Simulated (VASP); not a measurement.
Input:

```
CdF2
1.0
    0.00000     2.69131     2.69131
    2.69131     0.00000     2.69131
    2.69131     2.69131     0.00000
Cd F
1 2
Direct
  0.00000   0.00000   0.00000
  0.25000   0.25000   0.25000
  0.75000   0.75000   0.75000
```

These are TPSS meta-GGA, VASP's PBE PAW potentials (set 64) (plane waves; VASP 6.6.1) values and carry that method's errors. Numerical set-up: 520 eV cut-off, 7×7×7 Γ-centred mesh, Gaussian smearing of 0.050 eV, potentials Cd F.

### Question
Predict the energy per atom (σ→0), pressure.

### Answer

| Quantity | Value |
|---|---|
| energy per atom (σ→0) | -8.167 eV/atom |
| pressure | 3.58 GPa |

Total energies compare only between runs with the same potentials, cut-off and functional.

The compound is CdF2 in the fluorite structure. This cell is one point of a volume scan, at 0.97 of the reference volume.
